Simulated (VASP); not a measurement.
A run of VASP 6.6.1:

Contents of INCAR:

```
PREC = Accurate ; ENCUT = 520
EDIFF = 1E-6 ; ISMEAR = -1
SIGMA = 0.05 ; LREAL = F
LASPH = T ; NELM = 60
ALGO = Fast ; ISIF = 2
LWAVE = F ; LCHARG = F
GGA = BO ; LUSE_VDW = T
AGGAC = 0.0 ; PARAM1 = 0.1833333333
PARAM2 = 0.22
```

The input KPOINTS:

```
Automatic mesh
0
Gamma
  8 8 2
```

File POSCAR:

```
MoS2
1.0
    3.1610000000      0.0000000000      0.0000000000
   -1.5805000000      2.7375063014      0.0000000000
    0.0000000000      0.0000000000     13.7704000000
Mo S
2 4
Direct
    0.3333333333      0.6666666667      0.2500000000
    0.6666666667      0.3333333333      0.7500000000
    0.6666666667      0.3333333333      0.3636495672
    0.6666666667      0.3333333333      0.1363504328
    0.3333333333      0.6666666667      0.8636495672
    0.3333333333      0.6666666667      0.6363504328
```

Potentials or basis: VASP PAW PBE potentials, release 64 (Mo_sv, S).

Run with:

```bash
$ cat potpaw_PBE.64/Mo_sv/POTCAR potpaw_PBE.64/S/POTCAR > POTCAR
$ mpirun -np 1 vasp_std > vasp.out
```

Hardware: 1 thread of Intel(R) Xeon(R) 6975P-C (Granite Rapids), on a shared host.

Task: How long does it take, and how much memory?

Result: Run time: 100 s on 1 thread of Intel(R) Xeon(R) 6975P-C (Granite Rapids), with other jobs on the host, peak memory 0.59 GiB. Counts: scf iterations 17, k points 20.
